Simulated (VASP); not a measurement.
Crystal: HfZr2Se4.

```xyz
7
Lattice="4.0410 -5.6015 0.0000 4.0410 5.6015 0.0000 0.0000 0.0000 3.8263" Properties=species:S:1:pos:R:3 pbc="T T T"
Zr    2.0205   -2.8008    1.9132
Zr    2.0205    2.8008    1.9132
Hf    0.0000    0.0000    0.0000
Se    4.0410    3.0349    0.0000
Se    4.0410   -3.0349    0.0000
Se    1.7565    0.0000    1.9132
Se    6.3255    0.0000    1.9132
```

The cell was built by a generator and needn't be a form met in nature.

```yaml
Program: VASP 6.6.1
Task: relaxation of cell and atoms
Functional: PBE
Potentials_or_basis: VASP PAW PBE potentials, release 64 (Zr_sv, Hf_pv, Se)
Cutoff: 520 eV
k_mesh: 2 × 2 × 4
Occupations: gaussian, width 0.15 eV
Spin: no spin polarisation
```

At the start: pressure 1.1 GPa; volume 24.75 Å³/atom.

Q: How do energy, volume and symmetry change on relaxing?

A: Over 12 steps the energy falls by 196.9 meV/atom and the volume is 22.43 Å³/atom (-9.4 %); space group Cmmm (No. 65, to 0.05 Å).

Step by step:
```
step  energy change (eV)  largest force (eV/Å)  pressure (GPa)  volume (Å³)
   1              0.0000                2.2968            1.14       173.22
   2             -0.6264                0.8762           -4.60       177.68
   3             -0.6753                0.5001           -6.21       179.33
   4             -1.1316                0.4073           -3.70       168.76
   5             -1.3518                0.2874            0.37       157.95
   6             -1.3561                0.2719            0.81       156.46
   7             -1.3557                0.2632            1.04       155.91
   8             -1.3704                0.1501            0.47       156.32
   9             -1.3711                0.1661            0.27       156.45
  10             -1.3750                0.1483           -0.13       157.06
  11             -1.3757                0.1357           -0.32       157.43
  12             -1.3783                0.0581            0.00       157.02
```

Final structure:
```yaml
crystal:
  lattice:
    - [3.87367, -5.36358, 0.00000]
    - [3.87367, 5.36358, 0.00000]
    - [0.00000, 0.00000, 3.77869]
  atoms:
    - { symbol: Zr, position: [0.50000, 0.00000, 0.50000] }
    - { symbol: Zr, position: [0.00000, 0.50000, 0.50000] }
    - { symbol: Hf, position: [0.00000, 0.00000, 0.00000] }
    - { symbol: Se, position: [0.25993, 0.74007, 0.00000] }
    - { symbol: Se, position: [0.74007, 0.25993, 0.00000] }
    - { symbol: Se, position: [0.25574, 0.25574, 0.50000] }
    - { symbol: Se, position: [0.74426, 0.74426, 0.50000] }
```

Caveat: the k mesh is coarse (spacing up to 0.48 Å⁻¹), so the values aren't converged.
